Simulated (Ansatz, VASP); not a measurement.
## WC (Qusongite): VASP beside Ansatz

Aim: how closely do two programs agree when they are given the same cell, functional and k mesh? The cell is taken from a series of runs on this material, whose earlier steps may have relaxed, scaled, displaced or heated it; both programs get it as it stands.

Method: plane waves, with VASP 6.6.1 beside it; zone-centre phonons at PBEsol, in Ansatz 0.2.0.

## Step 1: The structure

It takes space group P-6m2 (No. 187, hexagonal). Conventional cell: a = 2.961 Å, b = 2.961 Å, c = 2.873 Å, α = 90.00°, β = 90.00°, γ = 120.00°. Nearest to C lie 6 W at 2.23 Å. Nearest to W lie 6 C at 2.23 Å. Farther neighbours are not listed.

As a file:

```cif
data_structure
_symmetry_space_group_name_H-M 'P-6m2'
_symmetry_Int_Tables_number 187
_cell_length_a 2.9607
_cell_length_b 2.9607
_cell_length_c 2.8733
_cell_angle_alpha 90.000
_cell_angle_beta 90.000
_cell_angle_gamma 120.000
_cell_volume 21.81
loop_
_atom_site_label
_atom_site_type_symbol
_atom_site_symmetry_multiplicity
_atom_site_Wyckoff_symbol
_atom_site_fract_x
_atom_site_fract_y
_atom_site_fract_z
_atom_site_occupancy
C1 C 1 f 0.66667 0.33333 0.50000 1
W1 W 1 a 0.00000 0.00000 0.00000 1
```

## Step 2: Ansatz: zone-centre phonons, PBEsol

Ansatz runs on its PAW soft_1 files.

Second derivatives magnify differences that forces hide, and they need a tight electronic threshold.

The input, input.yaml:

```yaml
crystal:
  lattice:
    - [2.9607032829, 0.0, 0.0]
    - [-1.4803516414, 2.5640442561, 0.0]
    - [0.0, 0.0, 2.8733306047]
  atoms:
    - { symbol: C, position: [0.6666666667, 0.3333333333, 0.5] }
    - { symbol: W, position: [0.0, 0.0, 0.0] }
kpoints:
  mp_grid: { grid: [18, 18, 16] }
hamiltonian:
  xc: pbesol
  pseudopotentials: { kind: paw, azcp: { folder: soft_1 }, xc_functional: pbe }
scf:
  occupations: { method: methfessel_paxton, width: 0.2 }
output:
  eigenvalues: true
phonons:
  method: dfpt
```

On the command line:

```sh
$ ansatz run input.yaml --threads 4 --pin off --max-ram 10240MiB --backend cpu --events-out ev --progress --plain --runs-dir out
```

Numbers of over 12 decimals in the logs are rounded to 6 here.

The program printed:

```text
zone centre: on kpoints.mp_grid the ground state, and the responses unless they are solved on pairs of k-points, stand on 819 of the mesh's 5184 k-points, reduced under 4 symmetry operations, with k and −k counted as one. Each operation leaves every solved displacement unchanged or reverses it
Engine: ansatz 0.2.0, aarch64-unknown-linux-gnu
Pseudopotentials: kind: paw
Pseudopotential: C, paw, valence charge 4, recommended cutoff 420 eV (normal), soft_1/C.paw.azcp
Pseudopotential: W, paw, valence charge 14, recommended cutoff 420 eV (normal), soft_1/W.paw.azcp
Functional definition: PBEsol
  exchange = pbesol_x
  correlation = pbesol_c
Crystal: 2 atoms, lattice volume = 21.813 Å³
Basis set: ecut = 420 eV, 405 PW (Γ), exchange–correlation on 40×40×40 points (8 copies of the dense FFT grid, shifted against one another)
Bands: 13, of which v1, the nominal top of the filled ones, is band 9 counted from 1 (8 counted from 0)
Symmetry: 12 space group operations
k-points: 819 of 5184 (irreducible under 4 space group operations, time reversal used)
Non-local potential: C, projectors of the file, l = 0: 2, l = 1: 2, l = 2: 1
Non-local potential: W, projectors of the file, l = 0: 3, l = 1: 2, l = 2: 2, l = 3: 1
PAW form: soft (Blöchl's): semilocal exchange-correlation on the pseudo side does not see the compensation charge
PAW frozen core: C, regenerated for the run's functional, and the local potential with it (the file was generated under x = pbe(κ = 0.804, μ = 0.219515), c = pbe(β = 0.066725))
PAW frozen core: W, regenerated for the run's functional, and the local potential with it (the file was generated under x = pbe(κ = 0.804, μ = 0.219515), c = pbe(β = 0.066725))
PAW one-centre angular grid: C, 110 points (default); XC on 64 Gauss nodes
PAW one-centre angular grid: W, 590 points (default); XC on 64 Gauss nodes
Initial density: superposition of atomic densities (chi_scale 0.1, normalization cell, long waves kept (reshape's long-wave potential 0.00 eV rms))
Initial wavefunctions: pseudopotential atomic-orbital guess
Functional: x = pbesol(κ = 0.804, μ = 0.123457), c = pbesol(β = 0.046)
SCF iter   1: F=—  HF=-10505.835819 eV  |F-HF|=—  |Δ(HF+E_count)|=         —  Δρ=1.24e-1  dr2=4.73e0  ethr=3.10e-3  ⟨swp⟩=5.0  Hψ=53205  notcnv=0
preconditioner: auto → none  [metal: Δε(μ)=0.090 eV  Ē_g=10.330 eV  σ=0.200 eV  W_gap=0.35  n_scr=8 (ndim 8)  ℏωp=25.1 eV  f_vac=0.000  D(μ)=0.15/eV (n_scr^D=0)  sad-step TF]
SCF iter   2: F=—  HF=-10505.275533 eV  |F-HF|=—  |Δ(HF+E_count)|=   5.60e-1  S|Δr|=    0.00e0  Δρ=8.86e-2  dr2=2.48e0  ethr=3.10e-3  ⟨swp⟩=2.0  Hψ=20409  notcnv=0
SCF iter   3: F=—  HF=-10504.665376 eV  |F-HF|=—  |Δ(HF+E_count)|=   6.10e-1  S|Δr|=    0.00e0  Δρ=9.67e-3  dr2=2.53e-2  ethr=3.10e-3  ⟨swp⟩=2.1  Hψ=18192  notcnv=0
SCF iter   4: F=—  HF=-10504.661528 eV  |F-HF|=—  |Δ(HF+E_count)|=   3.85e-3  S|Δr|=    0.00e0  Δρ=9.48e-4  dr2=1.02e-4  ethr=1.41e-4  ⟨swp⟩=1.1  Hψ=17065  notcnv=0
SCF iter   5: F=—  HF=-10504.661580 eV  |F-HF|=—  |Δ(HF+E_count)|=   5.20e-5  S|Δr|=    0.00e0  Δρ=1.78e-4  dr2=3.07e-6  ethr=5.69e-7  ⟨swp⟩=2.1  Hψ=16963  notcnv=0
SCF iter   6: F=—  HF=-10504.661580 eV  |F-HF|=—  |Δ(HF+E_count)|=   5.53e-7  S|Δr|=    0.00e0  Δρ=2.08e-5  dr2=6.96e-8  ethr=1.70e-8  ⟨swp⟩=2.0  Hψ=14518  notcnv=0
SCF iter   7: F=—  HF=-10504.661580 eV  |F-HF|=—  |Δ(HF+E_count)|=   3.61e-7  S|Δr|=    0.00e0  Δρ=3.43e-6  dr2=1.63e-9  ethr=3.87e-10  ⟨swp⟩=2.1  Hψ=14836  notcnv=0
SCF iter   8: F=—  HF=-10504.661580 eV  |F-HF|=—  |Δ(HF+E_count)|=  3.44e-10  S|Δr|=    0.00e0  Δρ=7.36e-7  dr2=7.32e-11  ethr=9.08e-12  ⟨swp⟩=2.1  Hψ=16759  notcnv=0
SCF iter   9: F=-10504.661580 eV  HF=-10504.661580 eV  |F-HF|=3.64e-12  |Δ(HF+E_count)|=  9.09e-12  S|Δr|=    0.00e0  Δρ=1.21e-7  dr2=3.65e-12  ethr=1.00e-12  ⟨swp⟩=5.8  Hψ=41267  notcnv=0
SCF 1 converged in 9 iterations: F = -10504.661580 eV  dr2 = 3.65e-12
  greatest PAW one-centre occupation: 0.999 electrons in one spin orbital (limit 2), on the W atom at site 1 (counted from 0), in its partial waves of l = 0
DFPT response loops at Γ: preconditioner auto → Kerker (q_TF=auto, 2.642 Å⁻¹) (partly filled bands, converged f_vac=0.000); β = 1.00, the filter's whole step (`scf.mixing.beta` (0.50) is not read by the response loops under this deck's `scf.mixing.preconditioner`; to damp them name `kerker` or `kerker_dos`, under which they read `scf.mixing.beta`, and type it under 1.00, their step now; both keys bind the ground state too); Broyden in place of MSR1
SCF converged after 9 iterations
Stability not checked: this state was not tested for a lower state beside it, because cold or Methfessel-Paxton smearing, or corrected tetrahedra, fill the levels in a way that the test cannot read (fill_not_monotonic; see scf.lower_state_search)
Free energy (F): -10504.661580 eV
Harris-Foulkes:  -10504.661580 eV  (|F-HF|=3.64e-12)
Internal energy: -10504.661305 eV  (E = F + TS)
E sigma→0 (E₀):  -10504.661511 eV
Entropy (-TS):   -0.000275 eV (-0.138 meV/atom)
Fermi energy:    19.140017 eV
--- Per-component energies (eV) ---
  E_band       = -82.652410
  E_kinetic    = 504.570339
  E_local      = -640.488190  (includes V_loc(G=0)·N_el)
  E_nonlocal   = -0.331686
  E_hartree    = 256.590293
  E_xc         = -312.289218
  E_vxc        = -288.540054  (∫ρ·V_xc dr)
  E_paw        = -8546.448934  (= ΣΔE_a)
  E_vpaw       = -171.043632  (= ΣTr[D̂ρ^β])
  E_aug_tail   = 0.000171  (compensation charges beyond the density's cutoff)
  E_ewald      = -1766.507038
  E_core_change = 0.242958  (= ΣΔE_core)
  E_smearing   = -0.000275  (= −TS)
  E_closure    = 0.000000  (closes the sum)
  Σ components = -10504.661580   (vs F -10504.661580, Δ=0.00e0)
--- Band table (eV; the first three rows and the last of 819) ---
  k-point 0: bands = [... 5 lower, 15.0989, 15.9747, 15.9747, 19.3048, 22.1544, 22.1544, 24.5365, 24.5365]
  k-point 1: bands = [... 5 lower, 15.0505, 16.0165, 16.0165, 19.2799, 21.8338, 21.8338, 24.7323, 24.7323]
  k-point 2: bands = [... 5 lower, 14.8554, 16.1388, 16.1388, 19.3005, 21.1489, 21.1489, 25.0201, 25.0201]
  k-point 818: bands = [... 5 lower, 13.1211, 13.5994, 17.1811, 17.9533, 23.8696, 24.2110, 24.7142, 28.2010]
--- Phonons (Γ-DFPT): 4 representative perturbations + reference, on 819 of 5184 k-points (Σ response iterations 12) ---
  k mesh reduced under 4 symmetry operations, with k and −k counted as one. Each operation leaves every solved displacement unchanged or reverses it
  ASR residual: 1.001e-4 → 0.000e0 eV/Å²; symmetrization residual: 1.225e-6 eV/Å²
  ASR residual per site (eV/Å²): 3.45e-5 1.00e-4
  Γ frequencies (cm⁻¹): 0.00 0.00 0.00 515.11 560.72 560.72
  non-analytic LO–TO correction: not included (Born effective charges unavailable; polar crystals: no LO–TO splitting at Γ)
```

(Continued in part 2 of 2.)

[Lines on the potential files, build, host, timing and source positions are cut from VASP's logs without a mark.]

[Logs are printed without paths, hosts, clocks, repeated set-up lines and the standing remarks that a program may print on its own settings, such as how far it seeks lower states.]

[Hosts, paths, dates, database ids (printed as entryN), source tags and the programs' standing remarks are cut or masked in the printed files.]
